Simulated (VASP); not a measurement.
Given:

```
CELL_PARAMETERS angstrom
      1.81574    -3.14495     0.00000
      1.81574     3.14495     0.00000
      0.00000     0.00000     5.69423
ATOMIC_POSITIONS crystal
  Sn 0.00000 0.00000 0.00000
  S  0.33333 0.66667 0.25762
  S  0.66667 0.33333 0.74238
```

Computed with LDA (Ceperley-Alder, Perdew-Zunger), VASP's LDA PAW potentials (set 64) (plane waves; VASP). Numerical set-up: 520 eV cut-off, Gaussian smearing of 0.050 eV, potentials Sn_d S.

Unless said otherwise, spin-orbit coupling is left out, though it shifts the bands of the heavy elements here.

**Question.** Predict the band gap (along the path) with the smallest direct gap where there is one.

**Answer.** 
```
Item                                   Result
------------------------------------  -------
band gap (along the path)             1.11 eV
smallest direct gap (along the path)  1.62 eV
```

Total energies compare only between runs with the same potentials, cut-off and functional.

The compound is SnS2 in the 1T layered structure. It was relaxed first.
